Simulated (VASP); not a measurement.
Crystal: BAs.

```
CELL_PARAMETERS angstrom
0.00000 2.39000 2.39000
2.39000 0.00000 2.39000
2.39000 2.39000 0.00000
ATOMIC_POSITIONS crystal
B 0.00000 0.00000 0.00000
As 0.25000 0.25000 0.25000
```

The cell was built by a generator and needn't be a form met in nature.

| Quantity | Value |
| --- | --- |
| Program | VASP 6.6.1 |
| Task | relaxation of cell and atoms |
| Functional | LDA |
| Potentials or basis | VASP PAW LDA potentials, release 64 (B, As) |
| Cutoff | 600 eV |
| k mesh | 4 × 4 × 4 |
| Occupations | gaussian, width 0.01 eV |
| Spin | no spin polarisation |

At the start: pressure -2.8 GPa; volume 13.65 Å³/atom.

Task: Where does the relaxation end?

Result: Over 3 steps the energy falls by 2.4 meV/atom and the volume is 13.39 Å³/atom (-2.0 %); space group F-43m (No. 216, to 0.05 Å).

The path:
| step | energy change (eV) | largest force (eV/Å) | pressure (GPa) | volume (Å³) |
| --- | --- | --- | --- | --- |
| 1 | 0.0000 | 0.0000 | -2.79 | 27.30 |
| 2 | -0.0020 | 0.0000 | 2.26 | 26.37 |
| 3 | -0.0047 | 0.0000 | -0.01 | 26.77 |

Final structure:
```
CELL_PARAMETERS angstrom
0.00000 2.37434 2.37434
2.37434 0.00000 2.37434
2.37434 2.37434 0.00000
ATOMIC_POSITIONS crystal
B 0.00000 0.00000 0.00000
As 0.25000 0.25000 0.25000
```

Caveat: the k mesh is coarse (spacing up to 0.57 Å⁻¹), so the values aren't converged.
